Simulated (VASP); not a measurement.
W: electrostatic potential with PBE

W:

```
CELL_PARAMETERS angstrom
-1.59272 1.59272 1.59272
1.59272 -1.59272 1.59272
1.59272 1.59272 -1.59272
ATOMIC_POSITIONS crystal
W 0.00000 0.00000 0.00000
```

The cell was built by a generator and needn't be a form met in nature.

```
Program                : VASP 6.6.1
Task                   : electrostatic potential
Functional             : PBE
Potentials or basis    : VASP PAW PBE potentials, release 64 (W_sv)
Cutoff                 : 520 eV
k mesh                 : 18 × 18 × 18
Occupations            : methfessel-paxton, width 0.1 eV
Spin                   : no spin polarisation
Further INCAR settings : ALGO = Normal; EDIFF = 1e-07
```

- Pressure: -0.1 GPa
- Band gap on the k mesh: none (metal or under the smearing width)

Levels at points of the mesh, in eV from the Fermi level:
| k point | band 4 | band 5 | band 6 | band 7 | band 8 | band 9 | band 10 | band 11 |
| --- | --- | --- | --- | --- | --- | --- | --- | --- |
| (0.00, 0.00, 0.00) | -37.79 | -9.53 | -1.19 | -1.19 | -1.19 | 2.22 | 2.22 | 14.47 |
| (0.50, 0.00, 0.00) | -37.80 | -6.15 | -3.47 | 0.61 | 2.10 | 3.06 | 5.98 | 10.78 |
| (0.50, 0.50, 0.50) | -38.64 | -5.68 | -5.68 | 5.03 | 5.03 | 5.03 | 8.09 | 8.09 |

It took 11 s on 1 thread of Intel(R) Xeon(R) 6975P-C (Granite Rapids) (shared host), peak memory 0.16 GiB.

Spin-orbit coupling is left out, which matters for the levels of W.
